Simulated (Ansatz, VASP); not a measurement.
**One calculation of Cd3SeS2, two programs**

```xyz
6
Lattice="3.8852 0.0000 0.0000 0.0000 3.8852 0.0000 0.0000 0.0000 9.4123" Properties=species:S:1:pos:R:3 pbc="T T T"
Cd    0.0000    0.0000    0.0000
Cd    0.0000    0.0000    3.2675
Cd    0.0000    0.0000    6.1448
Se    1.9426    1.9426    0.0000
S     1.9426    1.9426    6.8153
S     1.9426    1.9426    2.5971
```

Alike in both runs: functional PBE; k mesh 4 × 4 × 2; occupations gaussian, width 0.1 eV; no spin polarisation.

Ansatz relaxed the structure, and its values are those at the end. VASP's run is a single point on that final structure, the one shown.

```csv
,VASP,Ansatz
version,VASP 6.6.1,Ansatz 0.2.0
potentials or method,"VASP PAW PBE potentials, release 64 (Cd, Se, S)","scalar-relativistic, plane waves, PAW"
plane-wave cutoff (eV),520,420
valence electrons in the cell,54,88
```

Ansatz gave:

```
gap on the k mesh at the Fermi level (eV) : none
pressure (GPa)                            : 0.0
rms of the force components (eV/Å)        : 0.008
```

Task: What did VASP give for the same quantities?

Result: gap on the k mesh at the Fermi level (eV): none; pressure (GPa): 0.3; rms of the force components (eV/Å): 0.013.

A gap of «none» marks a metal or a gap that the smearing closes. The functional is the same, so the differences come from potentials, cutoffs and numerics. The two sets of potentials don't hold the same shells in valence.

Caveats: the k mesh is coarse (spacing up to 0.40 Å⁻¹), so the values aren't converged.
